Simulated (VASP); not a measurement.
```
MnC
1.0
    1.46633    -3.87482     0.00000
    1.46633     3.87482     0.00000
    0.00000     0.00000     2.88972
C Mn
2 2
Cartesian
  1.46633  -0.49598   0.72243
  1.46633   0.49598   2.16729
  1.46633  -2.74919   0.72243
  1.46633   2.74919   2.16729
```
Starting moments (μB, in the order of the record's atoms C C Mn Mn): 0.0 0.0 4.0 4.0.

The base run (VASP): PBE GGA, plane waves, VASP's PBE PAW potentials (set 64). Settings: 520 eV cut-off, 7×7×7 Γ-centred mesh, Gaussian smearing of 0.050 eV, potentials C Mn_pv.

One setting is varied; ΔE counts from the base run. The base run took about 3 core-minutes. Costs are core time on shared hosts, one run each; read them as rough ratios.

Pressures at a finite cut-off, here 520 eV, hold a Pulay part, which wasn't tested here.

```csv
setting,cost over the base run,electronic steps,ΔE (meV/atom),pressure (GPa)
KPOINTS 2×2×2 Monkhorst-Pack mesh,about 1/20,14,-67.3,-20.17
KPOINTS 5×5×5 Monkhorst-Pack mesh,about 1/3,15,-1.6,-11.18
KPOINTS 7×7×7 Monkhorst-Pack mesh,within a factor of 2,15,0.0,-11.90
base run,reference,15,0.0,-11.90
KPOINTS 8×8×8 Monkhorst-Pack mesh,within a factor of 2,15,-0.8,-12.01
```

Left out are runs that failed, have no time on record or changed the cell.

The structure was generated: MnC was put into the CrB type (Cmcm), which need not be its known phase. The cell was not relaxed at this level.
